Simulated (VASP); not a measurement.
Data:

```yaml
crystal:
  lattice:
    - [-1.65193, 1.65193, 1.65193]
    - [1.65193, -1.65193, 1.65193]
    - [1.65193, 1.65193, -1.65193]
  atoms:
    - { symbol: Nb, position: [0.00000, 0.00000, 0.00000] }
```

Calculation: r2SCAN meta-GGA, VASP's PBE PAW potentials (set 64) (plane waves; VASP). Run with PREC = Normal, EDIFF = 1E-5, 400 eV cut-off, 17×17×17 Γ-centred mesh, first-order Methfessel-Paxton smearing of 0.10 eV, potentials Nb_sv.

Problem. Give the stress tensor in GPa (positive for a compressed cell).

Solution. 
```
-1.14   0.00   0.00
 0.00  -1.14   0.00
 0.00   0.00  -1.14
```
The pressure is its mean diagonal, -1.14 GPa.

The compound is Nb in the bcc structure. It was relaxed first.
